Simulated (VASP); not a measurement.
**MgH2: phonons with LDA**

MgH2:

```
CELL_PARAMETERS angstrom
4.41513 0.00000 0.00000
0.00000 4.41513 0.00000
0.00000 0.00000 2.96886
ATOMIC_POSITIONS crystal
Mg 0.00000 0.00000 0.00000
Mg 0.50000 0.50000 0.50000
H 0.30433 0.30433 0.00000
H 0.19567 0.80433 0.50000
H 0.69567 0.69567 0.00000
H 0.80433 0.19567 0.50000
```

```
Program                : VASP 6.6.1
Task                   : phonons
Functional             : LDA
Potentials or basis    : VASP PAW LDA potentials, release 64 (Mg, H)
Cutoff                 : 600 eV
k mesh                 : 6 × 6 × 10
Occupations            : gaussian, width 0.03 eV
Spin                   : no spin polarisation
By perturbation theory : no
Further INCAR settings : ALGO = Normal; EDIFF = 1e-08; IBRION = 6; POTIM = 0.015; NSW = 1
```

```json
{"Highest phonon frequency at Γ, LO-TO splitting left out": "1526 cm⁻¹"}
```

Phonon frequencies in cm⁻¹ (negative: imaginary):
| q point | frequencies |
| --- | --- |
| (0.000, 0.000, 0.000) | 0 0 0 185 222 306 306 493 493 740 929 1036 1036 1166 1270 1270 1372 1526 |

It took 50 s on 2 MPI ranks on Intel(R) Xeon(R) 6975P-C (Granite Rapids), with other jobs on the host, peak memory 0.3 GiB a rank.
